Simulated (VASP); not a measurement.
**Sound and unsound inputs on ScPt**

Aim: change the input of a sound run on ScPt piece by piece and see what each change does. All runs use LDA. The start is a cell from a database of measured crystal structures.

Main program and level: VASP 6.6.1; LDA; plane waves and PAW (Sc_sv, Pt).

## Step 1: Starting point

Symmetry: Pm-3m, No. 221, cubic system. Conventional cell: a = 3.270 Å, b = 3.270 Å, c = 3.270 Å, α = 90.00°, β = 90.00°, γ = 90.00°. Nearest to Sc lie 8 Pt at 2.83 Å. Nearest to Pt lie 8 Sc at 2.83 Å. Farther neighbours are not listed.

Structure file:

```xyz
2
Lattice="3.2700 0.0000 0.0000 0.0000 3.2700 0.0000 0.0000 0.0000 3.2700" Properties=species:S:1:pos:R:3 pbc="T T T"
Sc    1.6350    1.6350    1.6350
Pt    0.0000    0.0000    0.0000
```

## Step 2: Reference run

A single point gives energy, forces and stress at these settings. LDA, the lowest rung, knows the local density alone.

Input file INCAR:

```
SYSTEM = ScPt
PREC = Accurate
ENCUT = 400
EDIFF = 1E-06
NELM = 100
ISMEAR = -1
SIGMA = 0.05
LREAL = .FALSE.
ALGO = Normal
GGA = CA
NBANDS = 16
LASPH = .TRUE.
LORBIT = 11
LWAVE = .FALSE.
LCHARG = .FALSE.
KPAR = 2
ISIF = 2
```

Input file POSCAR:

```
ScPt
1.0
    3.2700000000      0.0000000000      0.0000000000
    0.0000000000      3.2700000000      0.0000000000
    0.0000000000      0.0000000000      3.2700000000
Sc Pt
1 1
Direct
    0.5000000000      0.5000000000      0.5000000000
    0.0000000000      0.0000000000      0.0000000000
```

Input file KPOINTS:

```
Automatic mesh
0
Gamma
6 6 6
0 0 0
```

PAW data sets: Sc_sv and Pt (LDA family, release 64).

The run is started by

```bash
mpirun -np 2 vasp_std
```

The log of the run:

```text
[banner, memory and clock lines left out]
running    2 mpi-ranks, on    1 nodes
 distrk:  each k-point on    1 cores,    2 groups
 distr:  one band on    1 cores,    1 groups

 POSCAR found type information on POSCAR ScPt
 POSCAR found :  2 types and       2 ions
 LDA part: xc-table for (Slater(with rela. corr.)+CA(PZ))
 , standard interpolation
 POSCAR, INCAR and KPOINTS ok, starting setup
 FFT: planning ... GRIDC
 FFT: planning ... GRID_SOFT
 FFT: planning ... GRID
 WAVECAR not read
 entering main loop
       N       E                     dE             d eps       ncg     rms          rms(c)
DAV:   1     0.153737634454E+03    0.15374E+03   -0.92378E+03   688   0.111E+03
DAV:   2    -0.114093369518E+02   -0.16515E+03   -0.16092E+03   696   0.358E+02
DAV:   3    -0.181448219966E+02   -0.67355E+01   -0.63884E+01   968   0.742E+01
DAV:   4    -0.182079974022E+02   -0.63175E-01   -0.63149E-01   768   0.662E+00
DAV:   5    -0.182090980653E+02   -0.11007E-02   -0.11007E-02   904   0.941E-01    0.976E+00
DAV:   6    -0.169887147566E+02    0.12204E+01   -0.22331E+00   944   0.214E+01    0.392E+00
DAV:   7    -0.167834972222E+02    0.20522E+00   -0.79551E-01   920   0.785E+00    0.102E+00
DAV:   8    -0.167651003025E+02    0.18397E-01   -0.74128E-02   992   0.256E+00    0.567E-01
DAV:   9    -0.167599683851E+02    0.51319E-02   -0.20638E-02   800   0.238E+00    0.250E-01
DAV:  10    -0.167592845857E+02    0.68380E-03   -0.57026E-03   840   0.112E+00    0.629E-02
DAV:  11    -0.167592004210E+02    0.84165E-04   -0.40216E-04   928   0.286E-01    0.814E-03
DAV:  12    -0.167592005706E+02   -0.14959E-06   -0.86583E-06   864   0.270E-02
   1 F= -.16759201E+02 E0= -.16756507E+02  d E =-.538638E-02
```

It took 5.2 s on 2 MPI ranks of AMD EPYC 7R43, shared host; peak memory 0.19 GiB; 9.2 s of CPU time.

Lines that name or quote the potential files are left out of all logs, and their timing lines are given in words.

Parts of OUTCAR (step 2):

```text
ion  position               nearest neighbor table
   1  0.500  0.500  0.500-   2 2.83   2 2.83   2 2.83   2 2.83   2 2.83   2 2.83   2 2.83   2 2.83

  LATTYP: Found a simple cubic cell.
 ALAT       =     3.2700000000

 Subroutine GETGRP returns: Found 48 space group operations
 (whereof 48 operations were pure point group operations)

The static configuration has the point symmetry O_h .

 Found     20 irreducible k-points:

   k-points           NKPTS =     20   k-points in BZ     NKDIM =     20   number of bands    NBANDS=     16

   dimension x,y,z NGX =    24 NGY =   24 NGZ =   24
   dimension x,y,z NGXF=    48 NGYF=   48 NGZF=   48

   ENCUT  =  400.0 eV  29.40 Ry    5.42 a.u.   5.33  5.33  5.33*2*pi/ulx,y,z

   NELECT =      21.0000    total number of electrons

 k-points in reciprocal lattice and weights: Automatic mesh
   0.00000000  0.00000000  0.00000000       0.005
   0.16666667  0.00000000  0.00000000       0.028
   0.33333333  0.00000000  0.00000000       0.028
   0.50000000  0.00000000  0.00000000       0.014
   0.16666667  0.16666667  0.00000000       0.056
   0.33333333  0.16666667  0.00000000       0.111
   0.50000000  0.16666667  0.00000000       0.056
   0.33333333  0.33333333  0.00000000       0.056
   0.50000000  0.33333333  0.00000000       0.056
[...]
0.50000000  0.50000000  0.33333333       0.028
   0.50000000  0.50000000  0.50000000       0.005

 average (electrostatic) potential at core
       1 -43.3107       2 -66.4995

 E-fermi :   8.0216

 k-point     1 :       0.0000    0.0000    0.0000
  band No.  band energies     occupation
    ...
      6       2.6019      2.00000
      7       2.6019      2.00000
      8       4.9820      2.00000
      9       4.9820      2.00000
     10       4.9820      2.00000
     11       9.2571      0.00000
     12       9.2571      0.00000
     13      11.2708      0.00000
     14      11.2708      0.00000
     15      11.2708      0.00000
    ...

 k-point     2 :       0.1667    0.0000    0.0000
  band No.  band energies     occupation
    ...
      6       2.7787      2.00000
      7       2.9159      2.00000
      8       4.8805      2.00000
      9       4.8805      2.00000
     10       5.0758      2.00000
     11       8.8933      0.00000
     12       9.3013      0.00000
     13      10.4373      0.00000
     14      10.4373      0.00000
     15      11.0857      0.00000
    ...

 k-point     3 :       0.3333    0.0000    0.0000
  band No.  band energies     occupation
    ...
      6       3.1960      2.00000
      7       3.7132      2.00000
      8       4.6902      2.00000
      9       4.6902      2.00000
     10       5.2795      2.00000
     11       8.1174      0.25671
     12       8.4154      0.00076
     13       9.3913      0.00000
     14       9.3913      0.00000
     15      10.7042      0.00000
    ...

  Total       -1.2711752     -1.2711752     -1.2711752      0.0000000      0.0000000     -0.0000000
  in kB      -58.2468898    -58.2468898    -58.2468898      0.0000000      0.0000000     -0.0000000
  external PRESSURE =     -58.2468898 kB  Pullay stress =       0.0000000 kB

  energy-cutoff  :      400.00
  volume of cell :       34.97
      direct lattice vectors                 reciprocal lattice vectors
     3.270000000  0.000000000  0.000000000     0.305810398  0.000000000  0.000000000
     0.000000000  3.270000000  0.000000000     0.000000000  0.305810398  0.000000000
     0.000000000  0.000000000  3.270000000     0.000000000  0.000000000  0.305810398

 POSITION                                       TOTAL-FORCE (eV/Angst)
 -----------------------------------------------------------------------------------
      1.63500      1.63500      1.63500         0.000000      0.000000      0.000000
      0.00000      0.00000      0.00000         0.000000      0.000000      0.000000
 -----------------------------------------------------------------------------------
    total drift:                                0.000000      0.000000     -0.000000

  FREE ENERGIE OF THE ION-ELECTRON SYSTEM (eV)
  ---------------------------------------------------
  free  energy   TOTEN  =       -16.7592005706 eV

  energy  without entropy=      -16.7538141861  energy(sigma->0) =      -16.75650738

 total charge
# of ion       s       p       d       tot
------------------------------------------
    1        2.250   6.197   1.034   9.481
    2        0.802   0.467   8.080   9.348
--------------------------------------------------
tot          3.051   6.664   9.114  18.829

[... 3 further parts left out ...]
```

This run has no spin polarisation. Its electron count is odd, so without a moment it is a metal by construction. The k-mesh is coarse for a metal. At this level the cell is under a tension of 5.8 GPa, so at these settings it is away from equilibrium.

Numbers from this step:

```
SCF cycles                             : 12
electrons                              : 21
bands                                  : 16
irreducible k-points                   : 20
symmetry operations                    : 48
free energy (TOTEN)                    : -16.76 eV
energy at zero smearing                : -16.76 eV
Fermi energy                           : 8.022 eV
pressure                               : -5.825 GPa
metallic, judged on the points sampled : yes
```

The pressure is -5.82 GPa and the largest force 0.000 eV/Å, so the cell is not at a minimum at these settings.

## Step 3: Self-consistent run (LDA) with a changed input

A single point gives energy, forces and stress at these settings. Some settings are moved from the usual, to see what they do.

Edit INCAR of step 2 so:

```diff
@@ -2,7 +2,7 @@
 PREC = Accurate
-ENCUT = 400
+ENCUT = 300
 EDIFF = 1E-06
 NELM = 100
-ISMEAR = -1
-SIGMA = 0.05
+ISMEAR = -5
+SIGMA = 0.2
 LREAL = .FALSE.
```

POSCAR is that of step 2.

KPOINTS is that of step 2.

The run is started by

```bash
mpirun -np 2 vasp_std
```

The log of the run:

```text
[... set-up lines as in an earlier step ...]
 entering main loop
       N       E                     dE             d eps       ncg     rms          rms(c)
DAV:   1     0.142180944145E+03    0.14218E+03   -0.79591E+03   704   0.879E+02
DAV:   2    -0.110751951921E+02   -0.15326E+03   -0.14973E+03   752   0.347E+02
DAV:   3    -0.180563492663E+02   -0.69812E+01   -0.68718E+01   912   0.724E+01
DAV:   4    -0.181174377935E+02   -0.61089E-01   -0.61262E-01   784   0.638E+00
DAV:   5    -0.181186528962E+02   -0.12151E-02   -0.12187E-02   912   0.983E-01    0.968E+00
DAV:   6    -0.169350941441E+02    0.11836E+01   -0.22231E+00   936   0.210E+01    0.393E+00
DAV:   7    -0.167360312980E+02    0.19906E+00   -0.75479E-01   872   0.749E+00    0.108E+00
DAV:   8    -0.167137920432E+02    0.22239E-01   -0.85229E-02   992   0.281E+00    0.584E-01
DAV:   9    -0.167085491908E+02    0.52429E-02   -0.21894E-02   784   0.236E+00    0.236E-01
DAV:  10    -0.167079150274E+02    0.63416E-03   -0.64779E-03   872   0.113E+00    0.751E-02
DAV:  11    -0.167077721019E+02    0.14293E-03   -0.58315E-04   856   0.335E-01    0.506E-03
DAV:  12    -0.167077719281E+02    0.17380E-06   -0.98842E-06   936   0.289E-02
   1 F= -.16707772E+02 E0= -.16707772E+02  d E =0.000000E+00
 -----------------------------------------------------------------------------
|                                                                             |
|           W    W    AA    RRRRR   N    N  II  N    N   GGGG   !!!           |
|           W    W   A  A   R    R  NN   N  II  NN   N  G    G  !!!           |
|           W    W  A    A  R    R  N N  N  II  N N  N  G       !!!           |
|           W WW W  AAAAAA  RRRRR   N  N N  II  N  N N  G  GGG   !            |
|           WW  WW  A    A  R   R   N   NN  II  N   NN  G    G                |
|           W    W  A    A  R    R  N    N  II  N    N   GGGG   !!!           |
|                                                                             |
|     Tetrahedron method does not include variations of the Fermi             |
|     occupations, so forces and stress will be inaccurate. We suggest        |
|     using a different smearing scheme ISMEAR = 1 or 2 for metals in         |
|     relaxations.                                                            |
|                                                                             |
 -----------------------------------------------------------------------------
```

Run time: 3.4 s. Hardware: 2 MPI ranks; peak memory 0.16 GiB.

OUTCAR, selected parts (step 3):

```text
The static configuration has the point symmetry O_h .

 Found     20 irreducible k-points:

   dimension x,y,z NGX =    18 NGY =   18 NGZ =   18
   dimension x,y,z NGXF=    36 NGYF=   36 NGZF=   36

   ENCUT  =  300.0 eV  22.05 Ry    4.70 a.u.   4.62  4.62  4.62*2*pi/ulx,y,z

   NELECT =      21.0000    total number of electrons

 E-fermi :   7.7792

 k-point     1 :       0.0000    0.0000    0.0000
  band No.  band energies     occupation
    ...
      6       2.6213      2.00000
      7       2.6213      2.00000
      8       5.0104      2.00000
      9       5.0104      2.00000
     10       5.0104      2.00000
     11       9.2706      0.00000
     12       9.2706      0.00000
     13      11.2841      0.00000
     14      11.2841      0.00000
     15      11.2841      0.00000
    ...

 k-point     2 :       0.1667    0.0000    0.0000
  band No.  band energies     occupation
    ...
      6       2.7999      2.00000
      7       2.9364      2.00000
      8       4.9086      2.00000
      9       4.9086      2.00000
     10       5.1045      2.00000
     11       8.9051      0.00000
     12       9.3158      0.00000
     13      10.4483      0.00000
     14      10.4483      0.00000
     15      11.0989      0.00000
    ...

  Total       -1.2628626     -1.2628626     -1.2628626     -0.0000000      0.0000000     -0.0000000
  in kB      -57.8659953    -57.8659953    -57.8659953     -0.0000000      0.0000000     -0.0000000
  external PRESSURE =     -57.8659953 kB  Pullay stress =       0.0000000 kB

  energy-cutoff  :      300.00
  volume of cell :       34.97
      direct lattice vectors                 reciprocal lattice vectors
     3.270000000  0.000000000  0.000000000     0.305810398  0.000000000  0.000000000
     0.000000000  3.270000000  0.000000000     0.000000000  0.305810398  0.000000000
     0.000000000  0.000000000  3.270000000     0.000000000  0.000000000  0.305810398

 POSITION                                       TOTAL-FORCE (eV/Angst)
 -----------------------------------------------------------------------------------
      1.63500      1.63500      1.63500         0.000000      0.000000      0.000000
      0.00000      0.00000      0.00000         0.000000      0.000000      0.000000
 -----------------------------------------------------------------------------------
    total drift:                                0.000000     -0.000000     -0.000000

  FREE ENERGIE OF THE ION-ELECTRON SYSTEM (eV)
  ---------------------------------------------------
  free  energy   TOTEN  =       -16.7077719281 eV

  energy  without entropy=      -16.7077719281  energy(sigma->0) =      -16.70777193

 total charge
# of ion       s       p       d       tot
------------------------------------------
    1        2.253   6.194   1.034   9.481
    2        0.806   0.462   8.080   9.348
--------------------------------------------------
tot          3.059   6.655   9.115  18.829

[... 5 parts as in an earlier step ...]

[... 5 further parts left out ...]
```

The run converged; its settings lie outside those of the reference runs, so its numbers are set aside.

Against the sound run on this cell (reference run) the energy at zero smearing moves by +24.4 meV an atom and the pressure by +0.04 GPa.

Settings moved from the usual: ISMEAR = -5, SIGMA = 0.2 and ENCUT = 300.

With tetrahedra SIGMA is not used. The cutoff falls from 400 to 300 eV, which shrinks the basis; the stress suffers most (Pulay stress), and PAW energies need not rise evenly as the basis shrinks.

## Step 4: A single point (LDA) with a changed input

This run is made with a changed input; what comes of it follows.

Input file INCAR:

```
SYSTEM = ScPt
PREC = Accurate
ENCUT = 400
EDIFF = 1E-06
NELM = 95
ISMEAR = -1
SIGMA = 0.05
LREAL = .FALSE.
ALGO = Normal
GGA = CA
NBANDS = 16
LASPH = .TRUE.
LORBIT = 11
LWAVE = .FALSE.
LCHARG = .FALSE.
KPAR = 2
ISIF = 2
IVDW = 5
```

POSCAR is that of step 3.

KPOINTS is that of step 3.

The run is started by

```bash
mpirun -np 2 vasp_std
```

The log of the run:

```text
[... set-up lines as in an earlier step ...]
 entering main loop
       N       E                     dE             d eps       ncg     rms          rms(c)
[... 12 cycles as in an earlier step ...]
   1 F= -.16759201E+02 E0= -.16756507E+02  d E =-.538638E-02
```

It took 5.4 s on 2 MPI ranks; peak memory 0.19 GiB; 9.5 s of CPU time.

OUTCAR, selected parts (step 4):

```text
The static configuration has the point symmetry O_h .

 Found     20 irreducible k-points:

   NELECT =      21.0000    total number of electrons

 E-fermi :   8.0216

[... 20 parts as in an earlier step ...]
```

The run converged, and its energy and pressure stay near those of the sound run.

Energy and pressure equal those of the sound run on this cell, within 0.05 meV an atom and 0.01 GPa.

Settings moved from the usual: NELM = 95 and IVDW = 5.

## Step 5: A single point (LDA) with a changed input, try 2

A single point gives energy, forces and stress at these settings. Some settings are moved from the usual, to see what they do.

Input file INCAR:

```
SYSTEM = ScPt
PREC = Accurate
ENCUT = 400
EDIFF = 1E-06
NELM = 100
ISMEAR = -1
SIGMA = 0.05
LREAL = On
ALGO = Fast
GGA = CA
NBANDS = 16
LASPH = .TRUE.
LORBIT = 11
LWAVE = .FALSE.
LCHARG = .FALSE.
KPAR = 2
ISIF = 2
NELECT = 22
```

POSCAR is that of step 4.

KPOINTS is that of step 4.

The run is started by

```bash
mpirun -np 2 vasp_std
```

The log of the run:

```text
[banner, memory and clock lines left out]
running    2 mpi-ranks, on    1 nodes
 distrk:  each k-point on    1 cores,    2 groups
 distr:  one band on    1 cores,    1 groups

 POSCAR found type information on POSCAR ScPt
 POSCAR found :  2 types and       2 ions
|                                                                             |
|               ----> ADVICE to this user running VASP <----                  |
|                                                                             |
|     You have a (more or less) 'small supercell' and for smaller cells       |
|     it is recommended to use the reciprocal-space projection scheme!        |
|     The real-space optimization is not efficient for small cells and it     |
|     is also less accurate ...                                               |
|     Therefore, set LREAL=.FALSE. in the INCAR file.                         |
|                                                                             |

 LDA part: xc-table for (Slater(with rela. corr.)+CA(PZ))
 , standard interpolation
 POSCAR, INCAR and KPOINTS ok, starting setup
 FFT: planning ... GRIDC
 FFT: planning ... GRID_SOFT
 FFT: planning ... GRID
 WAVECAR not read
 entering main loop
       N       E                     dE             d eps       ncg     rms          rms(c)
DAV:   1     0.172341358092E+03    0.17234E+03   -0.10002E+04   688   0.121E+03
DAV:   2    -0.132583532019E+01   -0.17367E+03   -0.17018E+03   688   0.374E+02
DAV:   3    -0.877586566044E+01   -0.74500E+01   -0.70888E+01   968   0.773E+01
DAV:   4    -0.886252002433E+01   -0.86654E-01   -0.86619E-01   800   0.787E+00
DAV:   5    -0.886344195294E+01   -0.92193E-03   -0.92192E-03   888   0.809E-01BRMIX: very serious problems
 the old and the new charge density differ
 old charge density:    21.00000 new   22.00000
BRMIX: very serious problems
 the old and the new charge density differ
 old charge density:    21.00000 new   22.00000
    0.120E+01
RMM:   6    -0.838094831589E+01    0.48249E+00   -0.11608E+00   723   0.130E+01    0.588E+00
RMM:   7    -0.820105673156E+01    0.17989E+00   -0.10261E+00   816   0.810E+00    0.297E+00
RMM:   8    -0.816626152429E+01    0.34795E-01   -0.23826E-01   864   0.323E+00    0.892E-01
RMM:   9    -0.815780364008E+01    0.84579E-02   -0.40036E-02   739   0.324E+00    0.846E-01
RMM:  10    -0.815775732664E+01    0.46313E-04   -0.10902E-02   816   0.109E+00    0.143E-01
RMM:  11    -0.815748931515E+01    0.26801E-03   -0.23015E-03   872   0.502E-01    0.405E-02
RMM:  12    -0.815753273326E+01   -0.43418E-04   -0.44813E-04   922   0.134E-01    0.226E-02
RMM:  13    -0.815753714483E+01   -0.44116E-05   -0.78412E-05   885   0.776E-02    0.122E-02
RMM:  14    -0.815753679701E+01    0.34782E-06   -0.20316E-05   726   0.409E-02    0.539E-03
RMM:  15    -0.815753711511E+01   -0.31810E-06   -0.49247E-06   569   0.276E-02
   1 F= -.81575371E+01 E0= -.81461877E+01  d E =-.226989E-01
```

It took 7.6 s on 2 MPI ranks; peak memory 0.18 GiB; 14 s of CPU time.

From OUTCAR (step 5):

```text
NELECT = 22

 ion  position               nearest neighbor table
   1  0.500  0.500  0.500-   2 2.83   2 2.83   2 2.83   2 2.83   2 2.83   2 2.83   2 2.83   2 2.83

 E-fermi :   8.4849

 k-point     1 :       0.0000    0.0000    0.0000
  band No.  band energies     occupation
    ...
      6       2.5407      2.00000
      7       2.5407      2.00000
      8       5.0131      2.00000
      9       5.0131      2.00000
     10       5.0131      2.00000
     11       9.4601      0.00000
     12       9.4601      0.00000
     13      11.6589      0.00000
     14      11.6589      0.00000
     15      11.6589      0.00000
    ...

  Total        9.8261386      9.8261386      9.8261386      0.0000000      0.0000000      0.0000000
  in kB      450.2463610    450.2463610    450.2463610      0.0000000      0.0000000      0.0000000
  external PRESSURE =     450.2463610 kB  Pullay stress =       0.0000000 kB

  FREE ENERGIE OF THE ION-ELECTRON SYSTEM (eV)
  ---------------------------------------------------
  free  energy   TOTEN  =        -8.1575371151 eV

  energy  without entropy=       -8.1348382219  energy(sigma->0) =       -8.14618767

[... 8 parts as in an earlier step ...]

[... 9 further parts left out ...]
```

The run converged; its settings lie outside those of the reference runs, so its numbers are set aside.

Settings moved from the usual: ALGO = Fast, LREAL = On and NELECT = 22.0.

NELECT differs from the neutral count, so the cell is charged against a uniform background: another system, not a numerical setting. ALGO acts on the way to self-consistency or on speed; a fully converged result doesn't depend on them, though slow mixing can meet EDIFF with the stress still off.

(Part 1 of 3 ends here.)

[Lines on the potential files, build, host, timing and source positions are cut from VASP's logs without a mark.]

[Logs are printed without paths, hosts, clocks, repeated set-up lines and the standing remarks that a program may print on its own settings, such as how far it seeks lower states.]

[Hosts, paths, dates, database ids (printed as entryN), source tags and the programs' standing remarks are cut or masked in the printed files.]

[A measured line is paired with the nearest computed mode of its activity, which favours agreement.]

[In band tables of VASP the shares of atoms and orbitals are scaled to a sum of 1 inside the atoms' spheres.]
